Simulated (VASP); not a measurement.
Consider the following.

```
CELL_PARAMETERS angstrom
      0.00000     3.10113     3.10113
      3.10113     0.00000     3.10113
      3.10113     3.10113     0.00000
ATOMIC_POSITIONS crystal
  Cd 0.00000 0.00000 0.00000
  Se 0.25000 0.25000 0.25000
```

Level of theory: PW91 GGA, VASP's PBE PAW potentials (set 64) (plane waves; VASP). Settings: 520 eV cut-off, 8×8×8 Γ-centred mesh, tetrahedra with Blöchl corrections, potentials Cd Se.

Estimate the energy per atom (σ→0), band gap (on the k-mesh) with the smallest direct gap where there is one.

```
Quantity                                     Result
-----------------------------------  --------------
band gap (on the k-mesh)                    0.47 eV
smallest direct gap (on the k-mesh)         0.47 eV
energy per atom (σ→0)                -2.775 eV/atom
```

Total energies compare only between runs with the same potentials, cut-off and functional.

The compound is CdSe in the zinc blende structure, whereas wurtzite is the usual form. It was relaxed first, which changed the volume by +8 %.
